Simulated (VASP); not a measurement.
Method: PBE GGA with D4 dispersion, VASP's PBE PAW potentials (set 64) (plane waves; VASP).

VASP input:

File KPOINTS:
```
kpoints
0
gamma
 11 11 11
0 0 0
```

INCAR:
```
ALGO=Normal
EDIFF=1E-7
ENCUT=520
GGA=PE
ISIF=2
ISMEAR=0
IVDW=13
LASPH=.True.
LCHARG=.False.
LREAL=.False.
LWAVE=.False.
NELM=100
PREC=Accurate
SIGMA=0.05
SYSTEM=MgO
```

File POSCAR:
```
MgO
1
    0.0000000000     2.1305314934     2.1305314934
    2.1305314934     0.0000000000     2.1305314934
    2.1305314934     2.1305314934     0.0000000000
Mg O
1 1
Direct
  0.0000000000   0.0000000000   0.0000000000
  0.5000000000   0.5000000000   0.5000000000
```

POTCAR, in this order: Mg O (PBE.64 set). Program: vasp_std.

Problem. Predict the energy per atom (σ→0), dispersion energy, pressure, band gap (on the k-mesh).

Solution. 
The energy per atom (σ→0) is -6.115 eV/atom and the dispersion energy is -0.319 eV. The band gap (on the k-mesh) comes out as 4.40 eV. The pressure is -4.39 GPa.

### OSZICAR
```
...
DAV:   6    -0.119333051772E+02    0.15342E+01   -0.10355E+01   896   0.225E+01    0.233E+00
DAV:   7    -0.119169799503E+02    0.16325E-01   -0.56356E-02   944   0.276E+00    0.132E+00
DAV:   8    -0.119111509815E+02    0.58290E-02   -0.26539E-02   896   0.245E+00    0.166E-01
DAV:   9    -0.119110303543E+02    0.12063E-03   -0.44841E-04  1328   0.191E-01    0.768E-02
DAV:  10    -0.119111416259E+02   -0.11127E-03   -0.14257E-04   920   0.127E-01    0.543E-03
DAV:  11    -0.119111418166E+02   -0.19072E-06   -0.11225E-06  1368   0.933E-03    0.324E-03
DAV:  12    -0.119111417176E+02    0.99003E-07   -0.49487E-07   936   0.629E-03
   1 F= -.12230143E+02 E0= -.12230143E+02  d E =-.136298E-16
```

The compound is MgO in the rock salt structure. This cell is one point of a volume scan, at 1.03 of the reference volume.
